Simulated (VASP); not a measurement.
# CoGe23 (a cell with a defect) in VASP: notebook

Runs on CoGe23 (a cell with a defect). Level: PBEsol+U. Tasks: relaxation of the atoms, single point.

All numbers are computed with VASP 6.6.1; they aren't measurements. Logs are shortened: lines on timing, memory, paths and dates and some standing lists are left out, and cuts for length are marked.

## Step 1: Starting point

The cell holds a defect, 24 atoms: a = 12.001 Å, b = 8.001 Å, c = 8.001 Å, α = 60.00°, β = 60.00°, γ = 60.00°.

## Step 2: Relaxation of the atoms, PBEsol+U, collinear spin, ferromagnetic start (atoms moved at random, drawn with an rms of 0.05 Å)

INCAR

```
ALGO     = Normal         # electronic algorithm
EDIFF    = 1E-5           # SCF threshold, eV
EDIFFG   = -0.03          # ionic threshold
ENCUT    = 350            # plane-wave cutoff, eV
GGA      = PS             # functional
IBRION   = 2              # ionic algorithm
ISIF     = 2              # what is computed and relaxed
ISMEAR   = 0              # smearing method
ISPIN    = 2              # spin polarisation
ISYM     = 0            
KPAR     = 2            
LASPH    = True           # aspherical terms in the spheres
LCHARG   = False          # write CHGCAR
LDAU     = True           # DFT+U
LDAUJ    = 0 0          
LDAUL    = 2 -1           # shell
LDAUPRINT= 1            
LDAUTYPE = 2            
LDAUU    = 4 0            # U, eV
LMAXMIX  = 4              # l up to which the mixer works
LORBIT   = 11             # projections on sites
LREAL    = Auto         
LWAVE    = False          # write WAVECAR
MAGMOM   = 1 0 0 0 0 0 0 0 0 0 0 0 0 0 0 0 0 0 0 0 0 0 0 0 # initial moments
NELM     = 120            # most SCF steps
NSW      = 60             # ionic steps
NUPDOWN  = 1              # fixed moment
PREC     = Accurate       # precision mode
SIGMA    = 0.03           # smearing width, eV
```

KPOINTS

```
k-points
0
Gamma
  2 2 2
```

POSCAR

```
CoGe23
1.0
    0.0000000000      8.4863100000      8.4863100000
    5.6575400000      0.0000000000      5.6575400000
    5.6575400000      5.6575400000      0.0000000000
Co Ge
1 23
Direct
    0.0037260000      0.0033330000     -0.0027930000
   -0.0004780000      0.0027010000      0.4991580000
    0.0015960000      0.5017770000     -0.0020320000
   -0.0024200000      0.4909400000      0.5034910000
    0.3325300000     -0.0033600000      0.0018860000
    0.3260250000      0.0140120000      0.4923560000
    0.3351460000      0.4937000000      0.0048660000
    0.3324320000      0.5030650000      0.4979210000
    0.6628650000      0.0068590000     -0.0059020000
    0.6677740000     -0.0089270000      0.5093510000
    0.6653930000      0.4965580000     -0.0003560000
    0.6680580000      0.5056980000      0.4953960000
    0.0851830000      0.1237100000      0.1266380000
    0.0834280000      0.1244890000      0.6289220000
    0.0806180000      0.6275800000      0.1229170000
    0.0834660000      0.6239930000      0.6247110000
    0.4171420000      0.1217450000      0.1280790000
    0.4164010000      0.1315710000      0.6246370000
    0.4122050000      0.6168660000      0.1304540000
    0.4167150000      0.6271050000      0.6214850000
    0.7475650000      0.1292730000      0.1219790000
    0.7571700000      0.1188110000      0.6197790000
    0.7476740000      0.6289860000      0.1260360000
    0.7520360000      0.6243830000      0.6276660000
```

Potentials or basis: VASP PAW PBE potentials, release 64 (Co, Ge_d).

Started as:

```console
> cat potpaw_PBE.64/Co/POTCAR potpaw_PBE.64/Ge_d/POTCAR > POTCAR
> mpirun -np 4 vasp_std > vasp.out
```

OUTCAR:

```text
EDIFF = 1E-5
   EDIFFG = -0.03
   ENCUT = 350
   GGA = PS
   IBRION = 2
   ISIF = 2
   ISMEAR = 0
   ISPIN = 2
   ISYM = 0
   LASPH = True
   LORBIT = 11
   LREAL = Auto
   NELM = 120
   NSW = 60
   NUPDOWN = 1
   PREC = Accurate

 ion  position               nearest neighbor table
   1  0.004  0.003  0.997-  14 2.41  13 2.43  15 2.46  21 2.51
   2  1.000  0.003  0.499-  22 2.38  13 2.43  14 2.47  16 2.47
   3  0.002  0.502  0.998-  15 2.41  16 2.44  13 2.47  23 2.49
   4  0.998  0.491  0.503-  14 2.39  24 2.41  15 2.49  16 2.50
   5  0.333  0.997  0.002-  13 2.42  18 2.47  17 2.47  19 2.48
   6  0.326  0.014  0.492-  14 2.38  17 2.38  18 2.52  20 2.53
[... 16 lines left out ...]
  23  0.748  0.629  0.126-  12 2.41   9 2.47   3 2.49  11 2.50
  24  0.752  0.624  0.628-  10 2.40   4 2.41  11 2.43  12 2.46

IMPORTANT INFORMATION: All symmetrisations will be switched off!
NOSYMM: (Re-)initialisation of all symmetry stuff for point group C_1.

----------------------------------------------------------------------------------------

                                     Primitive cell

  volume of cell :     543.2555

  direct lattice vectors                    reciprocal lattice vectors
     0.000000000  8.486310000  8.486310000    -0.058918423  0.058918423  0.058918423
     5.657540000  0.000000000  5.657540000     0.088377634 -0.088377634  0.088377634
     5.657540000  5.657540000  0.000000000     0.088377634  0.088377634 -0.088377634

  length of vectors
    12.001454697  8.000969798  8.000969798     0.102049702  0.153074553  0.153074553

  position of ions in fractional coordinates (direct lattice)
     0.003726000  0.003333000  0.997207000
     0.999522000  0.002701000  0.499158000
     0.001596000  0.501777000  0.997968000
     0.997580000  0.490940000  0.503491000
     0.332530000  0.996640000  0.001886000
     0.326025000  0.014012000  0.492356000
[... 16 lines left out ...]
     0.747674000  0.628986000  0.126036000
     0.752036000  0.624383000  0.627666000

  ion indices of the primitive-cell ions
   primitive index   ion index
                 1           1
                 2           2
                 3           3
                 4           4
                 5           5
                 6           6
[... 16 lines left out ...]
                23          23
                24          24

----------------------------------------------------------------------------------------

 KPOINTS: k-points

Automatic generation of k-mesh.
 Grid dimensions read from file:
 generate k-points for:    2    2    2

 Generating k-lattice:

  Cartesian coordinates                     Fractional coordinates (reciprocal lattice)
    -0.029459211  0.029459211  0.029459211     0.500000000  0.000000000  0.000000000
     0.044188817 -0.044188817  0.044188817     0.000000000  0.500000000  0.000000000
     0.044188817  0.044188817 -0.044188817     0.000000000  0.000000000  0.500000000

  Length of vectors
     0.051024851  0.076537276  0.076537276

  Shift w.r.t. Gamma in fractional coordinates (k-lattice)
     0.000000000  0.000000000  0.000000000

 Subroutine IBZKPT returns following result:
 ===========================================

 Found      8 irreducible k-points:

 Following reciprocal coordinates:
            Coordinates               Weight
  0.000000  0.000000  0.000000      1.000000
  0.500000  0.000000  0.000000      1.000000
  0.000000  0.500000  0.000000      1.000000
  0.000000  0.000000  0.500000      1.000000
  0.500000  0.000000  0.500000      1.000000
  0.500000  0.500000  0.000000      1.000000
  0.000000  0.500000  0.500000      1.000000
  0.500000  0.500000  0.500000      1.000000
[... 69 lines left out ...]
  ext. energy  EPLUGINS =         0.00000000
  ---------------------------------------------------
  free energy    TOTEN  =      -115.10595766 eV

  energy without entropy =     -115.10312250  energy(sigma->0) =     -115.10454008

------------------------ aborting loop because EDIFF is reached ----------------------------------------

  FORCE on cell =-STRESS in cart. coord.  units (eV):
  Direction    XX          YY          ZZ          XY          YZ          ZX
  --------------------------------------------------------------------------------------
  -------------------------------------------------------------------------------------
  Total        0.9331000      0.6176287      0.5101219      0.5950171     -1.3122958     -0.2985725
  in kB        2.7519124      1.8215199      1.5044592      1.7548333     -3.8702425     -0.8805545
  external PRESSURE =       2.0259638 kB  Pullay stress =       0.0000000 kB
[... 155 lines left out ...]
  FREE ENERGIE OF THE ION-ELECTRON SYSTEM (eV)
  ---------------------------------------------------
  free  energy   TOTEN  =      -115.4943880634 eV

  energy  without entropy=     -115.4899835918  energy(sigma->0) =     -115.49218583

[... ionic steps 4 to 9 ...]

--------------------------------------- Ionic step       10  -------------------------------------------

 number of electron     331.0000103 magnetization       1.0000000

------------------------ aborting loop because EDIFF is reached ----------------------------------------
[... 105 lines left out ...]
  FREE ENERGIE OF THE ION-ELECTRON SYSTEM (eV)
  ---------------------------------------------------
  free  energy   TOTEN  =      -115.5689753399 eV

  energy  without entropy=     -115.5660833510  energy(sigma->0) =     -115.56752935

atom =   1  type =  1  l = 2

 onsite density matrix

spin component  1

  0.9124 -0.0042 -0.0006  0.0032 -0.0006
 -0.0042  0.9143 -0.0007 -0.0042  0.0010
 -0.0006 -0.0007  0.9250  0.0009  0.0003
  0.0032 -0.0042  0.0009  0.9118  0.0002
 -0.0006  0.0010  0.0003  0.0002  0.9249

spin component  2

  0.3285  0.0137 -0.0012  0.0200 -0.0015
  0.0137  0.2927 -0.0121  0.0117  0.0192
 -0.0012 -0.0121  0.9015 -0.0014  0.0011
  0.0200  0.0117 -0.0014  0.3364  0.0004
 -0.0015  0.0192  0.0011  0.0004  0.9008

 occupancies and eigenvectors

  o =  0.2867  v =  0.0000  0.0000  0.0000  0.0000  0.0000  0.2553 -0.9584 -0.0181  0.1224  0.0306      0.0000  0.0000  0.0000  0.0000  0.0000  0.0000  0.0000  0.0000  0.0000  0.0000
  o =  0.3124  v =  0.0000  0.0000  0.0000  0.0000  0.0000  0.7363  0.1108  0.0022 -0.6675 -0.0014      0.0000  0.0000  0.0000  0.0000  0.0000  0.0000  0.0000  0.0000  0.0000  0.0000
  o =  0.3576  v =  0.0000  0.0000  0.0000  0.0000  0.0000 -0.6266 -0.2603 -0.0091 -0.7344  0.0081      0.0000  0.0000  0.0000  0.0000  0.0000  0.0000  0.0000  0.0000  0.0000  0.0000
  o =  0.9008  v =  0.0000  0.0000  0.0000  0.0000  0.0000 -0.0004 -0.0371  0.6360 -0.0029 -0.7708      0.0000  0.0000  0.0000  0.0000  0.0000  0.0000  0.0000  0.0000  0.0000  0.0000
  o =  0.9024  v =  0.0000  0.0000  0.0000  0.0000  0.0000  0.0032 -0.0047 -0.7714  0.0015 -0.6363      0.0000  0.0000  0.0000  0.0000  0.0000  0.0000  0.0000  0.0000  0.0000  0.0000
  o =  0.9086  v = -0.1144  0.5363 -0.0235  0.8347 -0.0457  0.0000  0.0000  0.0000  0.0000  0.0000      0.0000  0.0000  0.0000  0.0000  0.0000  0.0000  0.0000  0.0000  0.0000  0.0000
  o =  0.9090  v =  0.8338  0.5066  0.0658 -0.2092  0.0037  0.0000  0.0000  0.0000  0.0000  0.0000      0.0000  0.0000  0.0000  0.0000  0.0000  0.0000  0.0000  0.0000  0.0000  0.0000
  o =  0.9205  v = -0.5260  0.6452  0.1391 -0.4941 -0.2087  0.0000  0.0000  0.0000  0.0000  0.0000      0.0000  0.0000  0.0000  0.0000  0.0000  0.0000  0.0000  0.0000  0.0000  0.0000
  o =  0.9249  v =  0.1013 -0.1971  0.6553  0.1200 -0.7121  0.0000  0.0000  0.0000  0.0000  0.0000      0.0000  0.0000  0.0000  0.0000  0.0000  0.0000  0.0000  0.0000  0.0000  0.0000
  o =  0.9254  v = -0.0687  0.0253  0.7392  0.0318  0.6688  0.0000  0.0000  0.0000  0.0000  0.0000      0.0000  0.0000  0.0000  0.0000  0.0000  0.0000  0.0000  0.0000  0.0000  0.0000

--------------------------------------- Ionic step       12  -------------------------------------------

 number of electron     331.0000106 magnetization       1.0000001

 Free energy of the ion-electron system (eV)
  ---------------------------------------------------
  ext. energy  EPLUGINS =         0.00000000
  ---------------------------------------------------
  free energy    TOTEN  =      -115.57039585 eV

  energy without entropy =     -115.56756379  energy(sigma->0) =     -115.56897982

 E-fermi :   4.6152     XC(G=0): -10.1012

 val. band max:        4.4620400503   @ k =   0.0000   0.0000   0.0000
 cond. band min:       4.3164269377   @ k =   0.0000   0.0000   0.0000
 fundamental gap:     -0.1456131125
 Fermi energy:         4.3073816749

 spin component 1

 k-point     1 :       0.0000    0.0000    0.0000
  band No.  band energies     occupation
      1     -20.0457      1.00000
      2     -20.0373      1.00000
      3     -20.0357      1.00000
      4     -20.0346      1.00000
      5     -20.0321      1.00000
      6     -20.0196      1.00000
[... 1429 lines left out ...]
    176       6.9810      0.00000
    177       6.9863      0.00000
 Fermi energy:         4.6151705683

 spin component 2

 k-point     1 :       0.0000    0.0000    0.0000
  band No.  band energies     occupation
      1     -20.0491      1.00000
      2     -20.0413      1.00000
      3     -20.0405      1.00000
      4     -20.0387      1.00000
      5     -20.0354      1.00000
      6     -20.0235      1.00000
[... 1429 lines left out ...]
    176       7.0298      0.00000
    177       7.0361      0.00000
 [bands above 177 left out]

------------------------ aborting loop because EDIFF is reached ----------------------------------------

  FORCE on cell =-STRESS in cart. coord.  units (eV):
  Direction    XX          YY          ZZ          XY          YZ          ZX
  --------------------------------------------------------------------------------------
  -------------------------------------------------------------------------------------
  Total       -0.9265396     -0.8473760     -0.7646418      0.1181576     -0.7712025      0.0894032
  in kB       -2.7325644     -2.4990941     -2.2550930      0.3484721     -2.2744418      0.2636691
  external PRESSURE =      -2.4955838 kB  Pullay stress =       0.0000000 kB
[... 39 lines left out ...]
  FREE ENERGIE OF THE ION-ELECTRON SYSTEM (eV)
  ---------------------------------------------------
  free  energy   TOTEN  =      -115.5703958534 eV

  energy  without entropy=     -115.5675637916  energy(sigma->0) =     -115.56897982

 reached required accuracy - stopping structural energy minimisation

 total charge

# of ion       s       p       d       tot
------------------------------------------
    1        0.476   0.382   7.324   8.182
    2        1.129   1.242  10.020  12.390
    3        1.129   1.243  10.020  12.391
    4        1.128   1.241  10.019  12.388
    5        1.127   1.253  10.019  12.399
    6        1.122   1.259  10.020  12.401
[... 16 lines left out ...]
   23        1.119   1.262  10.020  12.401
   24        1.118   1.263  10.020  12.401
--------------------------------------------------
tot         26.401  29.136 237.785 293.323

 magnetization (x)

# of ion       s       p       d       tot
------------------------------------------
    1        0.016   0.002   1.827   1.846
    2        0.002  -0.017  -0.002  -0.017
    3        0.002  -0.017  -0.002  -0.017
    4        0.002  -0.019  -0.002  -0.019
    5        0.004  -0.017  -0.002  -0.015
    6        0.002  -0.018  -0.002  -0.018
[... 16 lines left out ...]
   23       -0.000  -0.019  -0.002  -0.021
   24       -0.000  -0.019  -0.002  -0.021
--------------------------------------------------
tot          0.028  -0.632   1.796   1.193
```

It took 33 min on 4 MPI ranks of Intel Xeon 6975P-C (Granite Rapids), shared host; peak memory 0.62 GiB.

What came out:

* Free energy: -115.5704 eV
* Energy gained by relaxing: 19.4 meV/atom
* Ionic steps: 12
* Largest force after relaxing: 0.026 eV/Å
* Net moment: 1.00 μB per cell
* Site moments: Co +1.85; Ge -0.02, -0.01, -0.09, -0.06 μB
* Valence electrons inside the program's atomic spheres: Co 8.18; Ge 12.39, 12.40, 12.38, 12.41

Forces on the atoms (eV/Å):
```
Co  -0.012  0.004 -0.006
Ge  -0.003 -0.010 -0.010
Ge   0.006 -0.003 -0.002
Ge   0.009  0.002  0.013
Ge   0.003 -0.005  0.005
Ge  -0.022  0.013 -0.007
Ge   0.001  0.006  0.017
Ge  -0.006  0.004  0.001
Ge   0.000  0.011 -0.013
Ge   0.012 -0.003  0.004
Ge   0.000 -0.003  0.003
Ge  -0.005 -0.014 -0.009
Ge  -0.011 -0.003 -0.008
Ge  -0.010 -0.007  0.013
Ge  -0.007 -0.003 -0.003
Ge   0.005  0.010  0.009
Ge   0.017  0.001  0.004
Ge   0.001 -0.005 -0.001
Ge   0.011  0.002  0.014
Ge  -0.015  0.008 -0.008
Ge   0.007 -0.003  0.008
Ge   0.012 -0.001 -0.015
Ge   0.010  0.017 -0.007
Ge  -0.002 -0.016  0.000
```

The path:
| step | energy change (eV) | largest force (eV/Å) | pressure (GPa) |
| --- | --- | --- | --- |
| 1 | 0.0000 | 1.1764 | 0.20 |
| 2 | -0.3622 | 0.5450 | -0.14 |
| 3 | -0.3884 | 0.4748 | -0.18 |
| 4 | -0.4360 | 0.2750 | -0.22 |
| 5 | -0.4509 | 0.1688 | -0.25 |
| 6 | -0.4511 | 0.1617 | -0.27 |
| 7 | -0.4595 | 0.0694 | -0.25 |
| 8 | -0.4605 | 0.0645 | -0.30 |
| 9 | -0.4623 | 0.0426 | -0.24 |
| 10 | -0.4626 | 0.0354 | -0.27 |
| 11 | -0.4630 | 0.0440 | -0.30 |
| 12 | -0.4644 | 0.0261 | -0.25 |

Final structure:
```
Co Ge
1.0
     0.00000    8.48631    8.48631
     5.65754    0.00000    5.65754
     5.65754    5.65754    0.00000
Co Ge
1 23
Direct
  0.99902 0.00092 0.00160
  0.00172 0.99985 0.49924
  0.00046 0.50017 0.99969
  0.00067 0.49768 0.49877
  0.33085 0.99935 0.00117
  0.33086 0.00351 0.49978
  0.33024 0.49971 0.00050
  0.33159 0.50151 0.50099
  0.66784 0.00272 0.99872
  0.66647 0.00052 0.49739
  0.66548 0.49622 0.00264
  0.66710 0.50088 0.49833
  0.07936 0.12210 0.12117
  0.08081 0.11883 0.64023
  0.08011 0.63931 0.11970
  0.08122 0.62534 0.62532
  0.41714 0.12379 0.12371
  0.41659 0.12571 0.62557
  0.41556 0.62358 0.12532
  0.41725 0.62722 0.62411
  0.76007 0.11961 0.12094
  0.75125 0.12465 0.62308
  0.74995 0.62710 0.12191
  0.75063 0.62458 0.62675
```

Eigenvalues of the final occupation matrices:
```tsv
site	spin	trace	eigenvalues
site 1 d	1	4.59	0.91 0.91 0.92 0.92 0.93
site 1 d	2	2.76	0.29 0.31 0.36 0.90 0.90
```

Caveat: the k mesh is coarse (spacing up to 0.48 Å⁻¹), so the values aren't converged; the cutoff is under 1.25 times the usual one of these potentials, so pressure, stress and relaxed cells hold a basis-set (Pulay) error; the PAW data sets were made with another functional, which shifts forces and pressure a little; the total moment is fixed, so each spin has its own Fermi level; the U is typed as a test and isn't derived for this compound.

(Continued in part 2 of 3.)
